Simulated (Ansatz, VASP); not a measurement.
# Cross-check of CoSi2 between VASP and Ansatz

Wanted: the spread between two codes on one cell, functional and k mesh. The cell is taken from a series of runs on this material, whose earlier steps may have relaxed, scaled, displaced or heated it; both programs get it as it stands.

Method: plane waves, with VASP 6.6.1 beside it; zone-centre phonons at PBEsol, in Ansatz 0.2.0.

### 1. The structure

The structure is cubic, space group Fm-3m (No. 225). The conventional cell has a = 5.167 Å, b = 5.167 Å, c = 5.167 Å, α = 90.00°, β = 90.00°, γ = 90.00°. Nearest to Si lie 4 Co at 2.24 Å. Co has 8 Si at 2.24 Å nearest. Farther neighbours are not listed.

### 2. VASP: zone-centre phonons, PBEsol

Second derivatives magnify differences that forces hide, and they need a tight electronic threshold.

Lines of VASP's logs that name or quote its potential files are left out, and so is its time.

Input file INCAR:

```
SYSTEM = CoSi2
PREC = Accurate
ENCUT = 600
EDIFF = 1E-08
NELM = 120
ISMEAR = 1
SIGMA = 0.2
LREAL = .FALSE.
ALGO = Normal
GGA = PS
NBANDS = 14
LASPH = .TRUE.
LORBIT = 11
LWAVE = .FALSE.
LCHARG = .FALSE.
ISIF = 2
IBRION = 8
GGA_COMPAT = .FALSE.
KPAR = 2
```

Input file POSCAR:

```
CoSi2
1.0
    0.0000000000      2.5834634076      2.5834634076
    2.5834634076      0.0000000000      2.5834634076
    2.5834634076      2.5834634076      0.0000000000
Si Co
2 1
Direct
    0.2500000000      0.2500000000      0.2500000000
    0.7500000000      0.7500000000      0.7500000000
    0.0000000000      0.0000000000      0.0000000000
```

Input file KPOINTS:

```
Automatic mesh
0
Gamma
16 16 16
0 0 0
```

PAW data sets: Si and Co (PBE family, release 64).

On the command line:

```bash
$ mpirun -np 2 vasp_std
```

Numbers of over 12 decimals in the logs are rounded to 6 here.

Log:

```text
[banner, memory and clock lines left out]
running    2 mpi-ranks, on    1 nodes
 distrk:  each k-point on    1 cores,    2 groups
 distr:  one band on    1 cores,    1 groups

 POSCAR found type information on POSCAR SiCo
 POSCAR found :  2 types and       3 ions
|                                                                             |
|               ----> ADVICE to this user running VASP <----                  |
|                                                                             |
|     You enforced a specific xc type in the INCAR file but a different       |
|     [... a line on the potential file left out ...]
|     I HOPE YOU KNOW WHAT YOU ARE DOING!                                     |
|                                                                             |

 LDA part: xc-table for (Slater+PW92), standard interpolation
 POSCAR, INCAR and KPOINTS ok, starting setup
 FFT: planning ... GRIDC
 FFT: planning ... GRID_SOFT
 FFT: planning ... GRID
 WAVECAR not read
 entering main loop
       N       E                     dE             d eps       ncg     rms          rms(c)
DAV:   1     0.720009708959E+02    0.72001E+02   -0.77516E+03  4068   0.134E+03
DAV:   2    -0.182100578314E+02   -0.90211E+02   -0.82293E+02  4228   0.248E+02
DAV:   3    -0.223408281895E+02   -0.41308E+01   -0.40248E+01  5332   0.594E+01
DAV:   4    -0.224196417881E+02   -0.78814E-01   -0.78725E-01  4878   0.760E+00
DAV:   5    -0.224219185373E+02   -0.22767E-02   -0.22765E-02  5472   0.138E+00    0.166E+01
DAV:   6    -0.250279115333E+02   -0.26060E+01   -0.28875E+01  4828   0.117E+02    0.154E+01
DAV:   7    -0.208765960270E+02    0.41513E+01   -0.12691E+01  5216   0.924E+01    0.429E+00
DAV:   8    -0.208418716023E+02    0.34724E-01   -0.74267E-01  4732   0.587E+00    0.180E+00
DAV:   9    -0.208106670282E+02    0.31205E-01   -0.90666E-02  5150   0.634E+00    0.467E-01
DAV:  10    -0.208106480179E+02    0.19010E-04   -0.75752E-03  5646   0.143E+00    0.177E-01
DAV:  11    -0.208103389052E+02    0.30911E-03   -0.10650E-03  5306   0.691E-01    0.350E-02
DAV:  12    -0.208103468254E+02   -0.79202E-05   -0.58161E-05  4888   0.616E-02    0.135E-02
DAV:  13    -0.208103460368E+02    0.78863E-06   -0.37427E-06  6428   0.330E-02    0.563E-03
DAV:  14    -0.208103462015E+02   -0.16472E-06   -0.34715E-07  5620   0.541E-03    0.272E-03
DAV:  15    -0.208103463057E+02   -0.10415E-06   -0.13804E-07  5712   0.742E-03    0.467E-04
DAV:  16    -0.208103463173E+02   -0.11640E-07   -0.92530E-09  3080   0.790E-04    0.186E-04
DAV:  17    -0.208103463114E+02    0.58999E-08   -0.10682E-09  2732   0.403E-04
   1 F= -.20810346E+02 E0= -.20810558E+02  d E =0.635749E-03
 Linear response reoptimize wavefunctions to high precision
DAV:   1    -0.208103463130E+02   -0.15834E-08   -0.24806E-10  3092   0.217E-04
DAV:   2    -0.208103463130E+02   -0.18190E-11   -0.75072E-11  2522   0.900E-05
 Linear response DOF=           2
 Linear response progress:
  Degree of freedom:   1/  2
       N       E                     dE             d eps       ncg     rms          rms(c)
RMM:   1    -0.210984975103E-01   -0.21098E-01    0.29119E-02 42642   0.139E+00
RMM:   2    -0.182699007408E-01    0.28286E-02   -0.83048E-04 24730   0.620E-01    0.116E-01
RMM:   3    -0.185136434079E-01   -0.24374E-03   -0.58079E-04 28989   0.192E-01    0.606E-02
RMM:   4    -0.187587209929E-01   -0.24508E-03   -0.11379E-04 26909   0.824E-02    0.931E-03
RMM:   5    -0.187474277308E-01    0.11293E-04   -0.95988E-06 29958   0.256E-02    0.577E-03
RMM:   6    -0.187236569627E-01    0.23771E-04   -0.14272E-06 29794   0.102E-02    0.162E-03
RMM:   7    -0.187389503667E-01   -0.15293E-04   -0.67197E-07 28155   0.511E-03    0.572E-04
RMM:   8    -0.187390777130E-01   -0.12735E-06   -0.57062E-08 30813   0.177E-03    0.474E-04
RMM:   9    -0.187378406914E-01    0.12370E-05    0.16219E-08 29138   0.679E-04    0.100E-04
RMM:  10    -0.187378025695E-01    0.38122E-07    0.19171E-09 31956   0.198E-04    0.278E-05
RMM:  11    -0.187378548825E-01   -0.52313E-07    0.28971E-09 31665   0.612E-05    0.972E-06
RMM:  12    -0.187378662273E-01   -0.11345E-07   -0.11605E-10 33286   0.223E-05    0.477E-06
RMM:  13    -0.187378427957E-01    0.23432E-07    0.12209E-09 30426   0.127E-05    0.115E-06
RMM:  14    -0.187378451030E-01   -0.23073E-08    0.17838E-10 30258   0.748E-06    0.292E-07
 first order change of Fermi-energy   0.15497E-05
 force on displaced ion       1 direction 1 : -12.626  -0.000  -0.000
 Linear response progress:
  Degree of freedom:   2/  2
       N       E                     dE             d eps       ncg     rms          rms(c)
RMM:   1    -0.176914696332E+00   -0.17691E+00   -0.13067E-01 15754   0.273E+00
RMM:   2    -0.173296686345E+00    0.36180E-02   -0.31447E-03 13848   0.765E-01    0.204E-01
RMM:   3    -0.173213036263E+00    0.83650E-04   -0.60165E-04 15339   0.191E-01    0.119E-01
RMM:   4    -0.173887114500E+00   -0.67408E-03   -0.38675E-04 16348   0.142E-01    0.962E-03
RMM:   5    -0.173856610075E+00    0.30504E-04   -0.17215E-05 16515   0.362E-02    0.551E-03
RMM:   6    -0.173849071170E+00    0.75389E-05   -0.12688E-06 15691   0.114E-02    0.428E-03
RMM:   7    -0.173829530565E+00    0.19541E-04   -0.42524E-07 15446   0.737E-03    0.104E-03
RMM:   8    -0.173819019872E+00    0.10511E-04   -0.76747E-08 17120   0.203E-03    0.429E-04
RMM:   9    -0.173814437164E+00    0.45827E-05   -0.78855E-09 15885   0.808E-04    0.926E-05
RMM:  10    -0.173814604215E+00   -0.16705E-06   -0.15455E-09 16975   0.263E-04    0.329E-05
RMM:  11    -0.173814634571E+00   -0.30356E-07   -0.92166E-10 17517   0.102E-04    0.136E-05
RMM:  12    -0.173814547652E+00    0.86919E-07   -0.89397E-10 17686   0.397E-05    0.316E-06
RMM:  13    -0.173814520208E+00    0.27444E-07   -0.66671E-10 18433   0.184E-05    0.105E-06
RMM:  14    -0.173814529199E+00   -0.89912E-08    0.90141E-10 16969   0.149E-05    0.585E-07
 first order change of Fermi-energy   0.27827E-03
 force on displaced ion       3 direction 1 : -17.184   0.000   0.000
 Linear response finished
```

From OUTCAR (step 2):

```text
ion  position               nearest neighbor table
   1  0.250  0.250  0.250-   3 2.24   3 2.24   3 2.24   3 2.24   2 2.58   2 2.58   2 2.58   2 2.58
                             2 2.58   2 2.58
   2  0.750  0.750  0.750-   3 2.24   3 2.24   3 2.24   3 2.24   1 2.58   1 2.58   1 2.58   1 2.58
                             1 2.58   1 2.58
   3  0.000  0.000  0.000-   2 2.24   2 2.24   2 2.24   1 2.24   2 2.24   1 2.24   1 2.24   1 2.24

  LATTYP: Found a face centered cubic cell.
 ALAT       =     5.1669268152

 Subroutine GETGRP returns: Found 48 space group operations
 (whereof 48 operations were pure point group operations)

The static configuration has the point symmetry O_h .

 Found    145 irreducible k-points:

   k-points           NKPTS =    145   k-points in BZ     NKDIM =    145   number of bands    NBANDS=     14

   dimension x,y,z NGX =    30 NGY =   30 NGZ =   30
   dimension x,y,z NGXF=    60 NGYF=   60 NGZF=   60

   ENCUT  =  600.0 eV  44.10 Ry    6.64 a.u.   7.30  7.30  7.30*2*pi/ulx,y,z

   NELECT =      17.0000    total number of electrons

 k-points in reciprocal lattice and weights: Automatic mesh
   0.00000000  0.00000000  0.00000000       0.000
   0.06250000  0.00000000  0.00000000       0.002
   0.12500000  0.00000000  0.00000000       0.002
   0.18750000  0.00000000  0.00000000       0.002
   0.25000000  0.00000000  0.00000000       0.002
   0.31250000  0.00000000  0.00000000       0.002
   0.37500000  0.00000000  0.00000000       0.002
   0.43750000  0.00000000  0.00000000       0.002
   0.50000000  0.00000000  0.00000000       0.001
[...]
-0.31250000  0.50000000  0.18750000       0.003
  -0.25000000  0.50000000  0.25000000       0.001

 average (electrostatic) potential at core
       1 -77.5357       2 -77.5357       3 -76.7485

  Total        4.2203259      4.2203259      4.2203259     -0.0000000     -0.0000000     -0.0000000
  in kB      196.0738312    196.0738312    196.0738312     -0.0000000     -0.0000000     -0.0000000
  external PRESSURE =     196.0738312 kB  Pullay stress =       0.0000000 kB

  energy-cutoff  :      600.00
  volume of cell :       34.49
      direct lattice vectors                 reciprocal lattice vectors
     0.000000000  2.583463408  2.583463408    -0.193538642  0.193538642  0.193538642
     2.583463408  0.000000000  2.583463408     0.193538642 -0.193538642  0.193538642
     2.583463408  2.583463408  0.000000000     0.193538642  0.193538642 -0.193538642

 POSITION                                       TOTAL-FORCE (eV/Angst)
 -----------------------------------------------------------------------------------
      1.29173      1.29173      1.29173        -0.000000      0.000000     -0.000000
      3.87520      3.87520      3.87520         0.000000     -0.000000      0.000000
      0.00000      0.00000      0.00000        -0.000000      0.000000      0.000000
 -----------------------------------------------------------------------------------
    total drift:                                0.000000     -0.000000     -0.000000

 Eigenvectors and eigenvalues of the dynamical matrix
 ----------------------------------------------------

   1 f  =   12.083307 THz    75.921658 2PiTHz  403.055740 cm-1    49.972520 meV
             X         Y         Z           dx          dy          dz
      1.291732  1.291732  1.291732     0.504946    0.031488   -0.000000
      3.875195  3.875195  3.875195     0.504946    0.031488    0.000000
      0.000000  0.000000  0.000000    -0.697270   -0.043481    0.000000

   2 f  =   12.083307 THz    75.921658 2PiTHz  403.055740 cm-1    49.972520 meV
             X         Y         Z           dx          dy          dz
      1.291732  1.291732  1.291732    -0.031488    0.504946    0.000000
      3.875195  3.875195  3.875195    -0.031488    0.504946   -0.000000
      0.000000  0.000000  0.000000     0.043481   -0.697270    0.000000

   3 f  =   12.083307 THz    75.921658 2PiTHz  403.055740 cm-1    49.972520 meV
             X         Y         Z           dx          dy          dz
      1.291732  1.291732  1.291732     0.000000    0.000000    0.505927
      3.875195  3.875195  3.875195     0.000000    0.000000    0.505927
      0.000000  0.000000  0.000000     0.000000    0.000000   -0.698624

   4 f  =   12.041684 THz    75.660133 2PiTHz  401.667347 cm-1    49.800382 meV
             X         Y         Z           dx          dy          dz
      1.291732  1.291732  1.291732     0.002179    0.660968    0.251230
      3.875195  3.875195  3.875195    -0.002179   -0.660968   -0.251230
      0.000000  0.000000  0.000000    -0.000000    0.000000    0.000000

   5 f  =   12.041684 THz    75.660133 2PiTHz  401.667347 cm-1    49.800382 meV
             X         Y         Z           dx          dy          dz
      1.291732  1.291732  1.291732     0.707103   -0.002332   -0.000000
      3.875195  3.875195  3.875195    -0.707103    0.002332    0.000000
      0.000000  0.000000  0.000000    -0.000000    0.000000    0.000000

   6 f  =   12.041684 THz    75.660133 2PiTHz  401.667347 cm-1    49.800382 meV
             X         Y         Z           dx          dy          dz
      1.291732  1.291732  1.291732     0.000828    0.251228   -0.660972
      3.875195  3.875195  3.875195    -0.000828   -0.251228    0.660972
      0.000000  0.000000  0.000000     0.000000   -0.000000    0.000000

   7 f/i=    0.000943 THz     0.005925 2PiTHz    0.031453 cm-1     0.003900 meV
             X         Y         Z           dx          dy          dz
      1.291732  1.291732  1.291732     0.000000    0.000000   -0.494002
      3.875195  3.875195  3.875195     0.000000    0.000000   -0.494002
      0.000000  0.000000  0.000000     0.000000    0.000000   -0.715489

   8 f/i=    0.000943 THz     0.005925 2PiTHz    0.031453 cm-1     0.003900 meV
             X         Y         Z           dx          dy          dz
      1.291732  1.291732  1.291732    -0.000480    0.494002    0.000000
      3.875195  3.875195  3.875195    -0.000480    0.494002    0.000000
      0.000000  0.000000  0.000000    -0.000695    0.715489    0.000000

   9 f/i=    0.000943 THz     0.005925 2PiTHz    0.031453 cm-1     0.003900 meV
             X         Y         Z           dx          dy          dz
      1.291732  1.291732  1.291732    -0.494002   -0.000480    0.000000
      3.875195  3.875195  3.875195    -0.494002   -0.000480   -0.000000
      0.000000  0.000000  0.000000    -0.715489   -0.000695    0.000000

 ELASTIC MODULI CONTR FROM IONIC RELAXATION (kBar)
 Direction    XX          YY          ZZ          XY          YZ          ZX
 --------------------------------------------------------------------------------
 XX          -0.0000      0.0000     -0.0000      0.0000      0.0000      0.0000
 YY           0.0000     -0.0000      0.0000     -0.0000     -0.0000     -0.0000
 ZZ          -0.0000      0.0000     -0.0000      0.0000      0.0000      0.0000
 XY           0.0000     -0.0000      0.0000   -891.3617     -0.0000     -0.0000
 YZ           0.0000     -0.0000      0.0000     -0.0000   -891.3617     -0.0000
 ZX           0.0000     -0.0000      0.0000     -0.0000     -0.0000   -891.3617
 --------------------------------------------------------------------------------
```

This run has no spin polarisation, so a moment on Co, if there is one, isn't seen. Its electron count is odd, so without a moment it is a metal by construction.

(Continued in part 2 of 2.)

[Lines on the potential files, build, host, timing and source positions are cut from VASP's logs without a mark.]

[Logs are printed without paths, hosts, clocks, repeated set-up lines and the standing remarks that a program may print on its own settings, such as how far it seeks lower states.]

[Hosts, paths, dates, database ids (printed as entryN), source tags and the programs' standing remarks are cut or masked in the printed files.]
